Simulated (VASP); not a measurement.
An input for Quantum ESPRESSO's pw.x (written as the equivalent of a VASP run, and not itself run):

```
&CONTROL
  calculation = 'scf'
  pseudo_dir = './pseudo'
  outdir = './out'
  tprnfor = .true.
  tstress = .true.
/
&SYSTEM
  ibrav = 0
  nat = 2
  ntyp = 2
  ecutwfc = 84
  occupations = 'smearing'
  smearing = 'methfessel-paxton'
  degauss = 0.00735
  input_dft = 'vdw-df-cx'
/
&ELECTRONS
  conv_thr = 7.3e-09
  electron_maxstep = 100
/
ATOMIC_SPECIES
  Nb 92.906 Nb.upf
  N 14.007 N.upf
CELL_PARAMETERS angstrom
     0.0000000    2.1496917    2.1496917
     2.1496917    0.0000000    2.1496917
     2.1496917    2.1496917    0.0000000
ATOMIC_POSITIONS crystal
  Nb   0.0000000  0.0000000  0.0000000
  N    0.5000000  0.5000000  0.5000000
K_POINTS automatic
  14 14 14 0 0 0
```

### Question
Write the VASP files for the same calculation (vdW-DF-cx).

### Answer
Several could match; the one computed here: 
KPOINTS:
```
Regular mesh
0
G
  14 14 14
```

INCAR:
```
! general
SYSTEM   = NbN
PREC     = Accurate
ENCUT    = 520
LREAL    = .FALSE.
LASPH    = .TRUE.   ! aspherical one-centre terms

! electronic loop
EDIFF    = 1E-7
NELM     = 100   ! most electronic steps
ALGO     = Normal
LMAXMIX  = 4   ! l cut-off of mixed one-centre charges

! smearing
ISMEAR   = 1
SIGMA    = 0.1

! functional
GGA      = CX
LUSE_VDW = .TRUE.
AGGAC    = 0.0

! ions
ISIF     = 2   ! forces and stress, cell fixed

! output
LWAVE    = .FALSE.
LCHARG   = .FALSE.
```

POSCAR:
```
NbN
1
    0.0000000000     2.1496917477     2.1496917477
    2.1496917477     0.0000000000     2.1496917477
    2.1496917477     2.1496917477     0.0000000000
Nb N
1 1
Direct
  0.0000000000   0.0000000000   0.0000000000
  0.5000000000   0.5000000000   0.5000000000
```

POTCAR, in this order: Nb_sv N (PBE.64 set). Program: vasp_std.

Limits of the translation: the potentials are each code's own (VASP's PAW set, PseudoDojo norm-conserving files in pw.x), so ENCUT and ecutwfc are chosen apart and not converted; conv_thr bounds pw.x's estimated SCF error, while EDIFF bounds the energy change between steps.

The compound is NbN in the rock salt structure, the cubic δ form, which competes with hexagonal ones. This cell is one point of a volume scan, at 0.94 of the reference volume.
